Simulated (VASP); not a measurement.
A convergence study with VASP on Y (hcp): one setting is varied, all else stays as given below, so the limit is that of these other settings. Each run relaxes cell and ions; the cell shown is the tightest run's result. The basis is that of the starting cell, so low cut-offs carry a Pulay error.

```xyz
2
Lattice="1.8246 -3.1604 0.0000 1.8246 3.1604 0.0000 0.0000 0.0000 5.6832" Properties=species:S:1:pos:R:3 pbc="T T T"
Y      1.8246     1.0535     1.4208
Y      1.8246    -1.0535     4.2624
```

Calculation: PBE GGA, VASP's PBE PAW potentials (set 64) (plane waves; VASP 6.6.1). The tightest run used: 700 eV cut-off, 10×10×5 Γ-centred mesh, first-order Methfessel-Paxton smearing of 0.10 eV, potentials Y_sv.

The reference is ENCUT = 700, which took about 2 core-minutes. Times come from single runs on busy shared machines, so they are rough: good to a factor of about 2.

### Question
Of the settings ENCUT = 150; ENCUT = 200; ENCUT = 250; ENCUT = 300; ENCUT = 350; ENCUT = 400; ENCUT = 450; ENCUT = 500; ENCUT = 550; ENCUT = 600; ENCUT = 650; ENCUT = 700, which is the lowest that keeps the difference from the reference in relaxed volume (Å³/atom) within 0.1 from there on, and what does it cost?

### Answer
ENCUT = 350; its cost over the reference is about 1/2.
| setting | difference in relaxed volume (Å³/atom) | cost over the reference |
|---|---|---|
| ENCUT = 150 | 3.682 | about 1/2 |
| ENCUT = 200 | 0.378 | about 1/3 |
| ENCUT = 250 | 0.322 | about 1/3 |
| ENCUT = 300 | 0.138 | about 1/3 |
| ENCUT = 350 | 0.022 | about 1/2 |
| ENCUT = 400 | 0.017 | about 1/2 |
| ENCUT = 450 | 0.015 | within a factor of 2 |
| ENCUT = 500 | 0.005 | within a factor of 2 |
| ENCUT = 550 | 0.005 | within a factor of 2 |
| ENCUT = 600 | 0.005 | within a factor of 2 |
| ENCUT = 650 | 0.002 | within a factor of 2 |
| ENCUT = 700 | 0.000 | reference |

Left out are rungs that failed or repeat a setting and relaxations that didn't move; long series are thinned to 24 rows.

The compound is Y in the hcp structure.
